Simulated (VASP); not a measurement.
Calculation: r2SCAN meta-GGA, VASP's PBE PAW potentials (set 64) (plane waves; VASP).

The input files of a VASP run:

KPOINTS:
```
kpoints
0
Gamma
 13 13 10
0 0 0
```

POSCAR:
```
CuAu
1
    2.8133573811     0.0000000000     0.0000000000
    0.0000000000     2.8133573811     0.0000000000
    0.0000000000     0.0000000000     3.4586660474
Cu Au
1 1
Direct
  0.0000000000   0.0000000000   0.0000000000
  0.5000000000   0.5000000000   0.5000000000
```

INCAR:
```
ALGO = Normal
EDIFF = 1E-7
EDIFFG = -0.01
ENCUT = 520
IBRION = 2
ISIF = 4
ISMEAR = 1
LASPH = .TRUE.
LCHARG = .FALSE.
LMAXMIX = 6
LMIXTAU = .TRUE.
LREAL = .FALSE.
LWAVE = .FALSE.
METAGGA = R2SCAN
NELM = 100
NSW = 30
PREC = Accurate
SIGMA = 0.1
SYSTEM = CuAu
```

POTCAR, in this order: Cu Au (PBE.64 set). Program: vasp_std.

Problem. What will the output report for the number of irreducible k-points (NKPTS), largest plane-wave count, number of space-group operations, FFT grid (NGX, NGY, NGZ)?

Solution. 
| Property | Result |
|---|---|
| number of irreducible k-points (NKPTS) | 168 |
| largest plane-wave count | 749 |
| number of space-group operations | 16 |
| FFT grid (NGX, NGY, NGZ) | 24 × 24 × 28 |

The compound is CuAu in the L1_0 structure. This cell is one point of a volume scan, at 0.94 of the reference volume. Symmetry was kept, so distortions that lower it aren't found.
